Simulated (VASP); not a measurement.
# LiY2Ge2 (P6/mmm) in VASP: single point with PBE

Aim: the single point of LiY2Ge2 with PBE.

All numbers are computed with VASP 6.6.1; they aren't measurements. Logs are shortened: lines on timing, memory, paths and dates and some standing lists are left out, and cuts for length are marked.

## 1. The cell of the first run

It takes space group P6/mmm (No. 191, hexagonal). The conventional cell has a = 5.163 Å, b = 5.163 Å, c = 6.542 Å, α = 90.00°, β = 90.00°, γ = 120.00°. Li (site symmetry 6/mmm) is surrounded by 2 Ge at 2.07 Å. Y (site symmetry -6m2) is surrounded by 3 Li at 2.98 Å and 3 Y at 2.98 Å. Ge (site symmetry 6mm) is surrounded by 1 Li at 2.07 Å.

The cell was built by a generator and needn't be a form met in nature.

## 2. Single point, PBE (random cell by space group and Wyckoff sites (P6/mmm, No. 191))

INCAR reads:

```
PREC     = Accurate       # precision mode
ENCUT    = 520            # plane-wave cutoff, eV
EDIFF    = 1E-7           # SCF threshold, eV
ISMEAR   = 0              # smearing method
SIGMA    = 0.1            # smearing width, eV
LREAL    = F              # projectors in reciprocal space
LASPH    = T              # aspherical terms in the spheres
NELM     = 100            # most SCF steps
ALGO     = Normal         # electronic algorithm
ISIF     = 2              # what is computed and relaxed
LWAVE    = F              # write WAVECAR
LCHARG   = F              # write CHGCAR
GGA      = PE             # functional
NBANDS   = 34             # bands
```

KPOINTS reads:

```
regular mesh
0
Gamma
  6 6 4
```

POSCAR reads:

```
LiY2Ge2
1.0
    5.1631401591      0.0000000034      0.0000000000
   -2.5815700824      4.4714105394      0.0000000000
    0.0000000000      0.0000000000      6.5417019427
Li Y Ge
1 2 2
Direct
    0.0000000000      0.0000000000      0.5000000000
    0.3333333333      0.6666666667      0.5000000000
    0.6666666667      0.3333333333      0.5000000000
    0.0000000000      0.0000000000      0.1831210097
    0.0000000000      0.0000000000      0.8168789903
```

Potentials or basis: VASP PAW PBE potentials, release 64 (Li_sv, Y_sv, Ge_d).

Command:

```sh
$ cat potpaw_PBE.64/Li_sv/POTCAR potpaw_PBE.64/Y_sv/POTCAR potpaw_PBE.64/Ge_d/POTCAR > POTCAR
$ mpirun -np 1 vasp_std > vasp.out
```

OUTCAR:

```text
PREC = Accurate
   ENCUT = 520
   EDIFF = 1E-7
   ISMEAR = 0
   LREAL = F
   LASPH = T
   NELM = 100
   ISIF = 2
   GGA = PE

 ion  position               nearest neighbor table
   1  0.000  0.000  0.500-   4 2.07   5 2.07   2 2.98   3 2.98   2 2.98   3 2.98   3 2.98   2 2.98

   2  0.333  0.667  0.500-   1 2.98   3 2.98   3 2.98   1 2.98   1 2.98   3 2.98   4 3.63   5 3.63
                             5 3.63   4 3.63   5 3.63   4 3.63
   3  0.667  0.333  0.500-   1 2.98   2 2.98   2 2.98   1 2.98   1 2.98   2 2.98   4 3.63   5 3.63
                             4 3.63   5 3.63   4 3.63   5 3.63
   4  0.000  0.000  0.183-   1 2.07   5 2.40   3 3.63   2 3.63   2 3.63   3 3.63   3 3.63   2 3.63

   5  0.000  0.000  0.817-   1 2.07   4 2.40   3 3.63   2 3.63   2 3.63   3 3.63   3 3.63   2 3.63

  LATTYP: Found a hexagonal cell.
 ALAT       =     5.1631401591
 C/A-ratio  =     1.2670006510

  Lattice vectors:

 A1 = (   5.1631401591,   0.0000000034,   0.0000000000)
 A2 = (  -2.5815700824,   4.4714105394,   0.0000000000)
 A3 = (   0.0000000000,   0.0000000000,   6.5417019427)

Analysis of symmetry for initial positions (statically):
=====================================================================
 Subroutine PRICEL returns:
 Original cell was already a primitive cell.

 Routine SETGRP: Setting up the symmetry group for a
 hexagonal supercell.

 Subroutine GETGRP returns: Found 24 space group operations
 (whereof 24 operations were pure point group operations)
 out of a pool of 24 trial point group operations.

The static configuration has the point symmetry D_6h.

Analysis of symmetry for dynamics (positions and initial velocities):
=====================================================================
 Subroutine PRICEL returns:
 Original cell was already a primitive cell.

 Routine SETGRP: Setting up the symmetry group for a
 hexagonal supercell.

 Subroutine GETGRP returns: Found 24 space group operations
 (whereof 24 operations were pure point group operations)
 out of a pool of 24 trial point group operations.

The dynamic configuration has the point symmetry D_6h.

 Subroutine INISYM returns: Found 24 space group operations
 (whereof 24 operations are pure point group operations),
 and found     1 'primitive' translations

----------------------------------------------------------------------------------------

                                     Primitive cell

[... 93 lines left out ...]
   LREAL  =      F    real-space projection
   EDIFFG = 0.1E-05   stopping-criterion for IOM
   NSW    =      0    number of steps for IOM
   IBRION =     -1    ionic relax: 0-MD 1-quasi-New 2-CG
   NFREE  =      0    steps in history (QN), initial steepest desc. (CG)
   ISIF   =      2    stress and relaxation
   ISYM   =      2    0-nonsym 1-usesym 2-fastsym
   POTIM  = 0.5000    time-step for ionic-motion
   TEBEG  =    0.0;   TEEND  =   0.0 temperature during run
   PSTRESS=    0.0 pullay stress
   NELECT =      53.0000    total number of electrons
   NUPDOWN=      -1.0000    fix difference up-down
   EMIN   =  10.00;   EMAX   =-10.00  energy-range for DOS
   EFERMI =   0.00;   METHOD = LEGACY
   ISMEAR =     0;   SIGMA  =   0.10  broadening in eV -4-tet -1-fermi 0-gaus
   EFERMI_NEDOS =   21; number of points for ismear=-14 and -15
   IALGO  =     38    algorithm
   IMIX   =      4    mixing-type and parameters
     AMIX     =   0.40;   BMIX     =  1.00
     AMIX_MAG =   1.60;   BMIX_MAG =  1.00
  volume/ion in A,a.u.               =      30.21       203.83
  Fermi-wavevector in a.u.,A,eV,Ry     =   1.154739  2.182140 18.142300  1.333421
  Thomas-Fermi vector in A             =   2.291373
   LORBIT       =      0    0 simple, 1 ext, 2 COOP (PROOUT), +10 PAW based schemes
   GGA     = PE    functional components
   LHFCALC =     F    Hartree Fock is set to
   AEXX    =    0.0000 exact exchange contribution
   IVDW    =     0    specifies the selected vdW correction
   LEPSILON=     F    determine dielectric tensor
   LRPA    =     F    only Hartree local field effects (RPA)
 non-spin polarized calculation
 Gauss-broadening in eV      SIGMA  =   0.10
  energy-cutoff  :      520.00
  volume of cell :      151.03
 maximum number of plane-waves:      4153
 NGX is ok and might be reduce to    40
   NGX = 19   NGY = 19   NGZ = 25

 number of electron      52.9999954 magnetization

 Free energy of the ion-electron system (eV)
  ---------------------------------------------------
  ext. energy  EPLUGINS =         0.00000000
  ---------------------------------------------------
  free energy    TOTEN  =       -20.83301907 eV

  energy without entropy =      -20.81055451  energy(sigma->0) =      -20.82178679

 E-fermi :   2.0419     XC(G=0):  -8.3821

 val. band max:        2.0240248239   @ k =   0.3333   0.1667   0.2500
 cond. band min:       2.0447112065   @ k =   0.1667   0.1667   0.5000
 fundamental gap:      0.0206863826
 Fermi energy:         2.0418564696

 k-point     1 :       0.0000    0.0000    0.0000
  band No.  band energies     occupation
      1     -43.3354      2.00000
      2     -41.1378      2.00000
      3     -40.8746      2.00000
      4     -22.3315      2.00000
      5     -22.2059      2.00000
      6     -22.2059      2.00000
[... 766 lines left out ...]
     33       4.7033      0.00000
     34       4.7033      0.00000

------------------------ aborting loop because EDIFF is reached ----------------------------------------

  FORCE on cell =-STRESS in cart. coord.  units (eV):
  Direction    XX          YY          ZZ          XY          YZ          ZX
  --------------------------------------------------------------------------------------
  -------------------------------------------------------------------------------------
  Total        0.1885989      0.1885989      0.1364095      0.0000000      0.0000000      0.0000000
  in kB        2.0007855      2.0007855      1.4471250      0.0000000      0.0000000      0.0000000
  external PRESSURE =       1.8162320 kB  Pullay stress =       0.0000000 kB

 VOLUME and BASIS-vectors are now :
 -----------------------------------------------------------------------------
  energy-cutoff  :      520.00
  volume of cell :      151.03
      direct lattice vectors                 reciprocal lattice vectors
     5.163140159  0.000000003  0.000000000     0.193680584  0.111821537  0.000000000
    -2.581570082  4.471410539  0.000000000    -0.000000000  0.223643074  0.000000000
     0.000000000  0.000000000  6.541701943     0.000000000  0.000000000  0.152865418

 POSITION                                       TOTAL-FORCE (eV/Angst)
 -----------------------------------------------------------------------------------
      0.00000      0.00000      3.27085        -0.000000      0.000000      0.000000
     -0.00000      2.98094      3.27085        -0.000000     -0.000000      0.000000
      2.58157      1.49047      3.27085        -0.000000      0.000000      0.000000
      0.00000      0.00000      1.19792         0.000000     -0.000000     -0.026997
      0.00000      0.00000      5.34378        -0.000000      0.000000      0.026997
 -----------------------------------------------------------------------------------
    total drift:                                0.000000     -0.000000      0.000000

  FREE ENERGIE OF THE ION-ELECTRON SYSTEM (eV)
  ---------------------------------------------------
  free  energy   TOTEN  =       -20.8330190748 eV

  energy  without entropy=      -20.8105545081  energy(sigma->0) =      -20.82178679
```

stdout:

```text
POSCAR found type information on POSCAR LiY Ge
 POSCAR found :  3 types and       5 ions
 scaLAPACK will be used
 LDA part: xc-table for (Slater+PW92), standard interpolation
 POSCAR, INCAR and KPOINTS ok, starting setup
 FFT: planning ... GRIDC
 FFT: planning ... GRID_SOFT
 FFT: planning ... GRID
 WAVECAR not read
 entering main loop
```

Run time: 4.2 min. Hardware: 1 thread of AMD EPYC 7R43 (Zen 3), shared host; peak memory 0.3 GiB.

Results:

```yaml
Free_energy: -20.8330 eV
Largest_force: 0.027 eV/Å
Band_gap_on_the_k_mesh: none (metal or under the smearing width)
```

Forces on the atoms (eV/Å):
```
Li   0.000  0.000  0.000
Y    0.000  0.000  0.000
Y    0.000  0.000  0.000
Ge   0.000  0.000 -0.027
Ge   0.000  0.000  0.027
```

Levels at points of the mesh, in eV from the Fermi level:
| k point | band 25 | band 26 | band 27 | band 28 | band 29 | band 30 |
| --- | --- | --- | --- | --- | --- | --- |
| (0.00, 0.00, 0.00) | 0.60 | 0.60 | 0.60 | 0.90 | 0.90 | 1.53 |
| (0.50, 0.00, 0.00) | -0.73 | -0.36 | -0.27 | 0.12 | 0.42 | 1.43 |
| (0.00, 0.00, 0.50) | -1.10 | -0.48 | -0.48 | 0.53 | 0.53 | 1.43 |
| (0.50, 0.00, 0.50) | -1.45 | -0.80 | -0.59 | 1.05 | 1.08 | 1.66 |

Caveat: the cutoff is under 1.25 times the usual one of these potentials, so pressure, stress and relaxed cells hold a basis-set (Pulay) error.
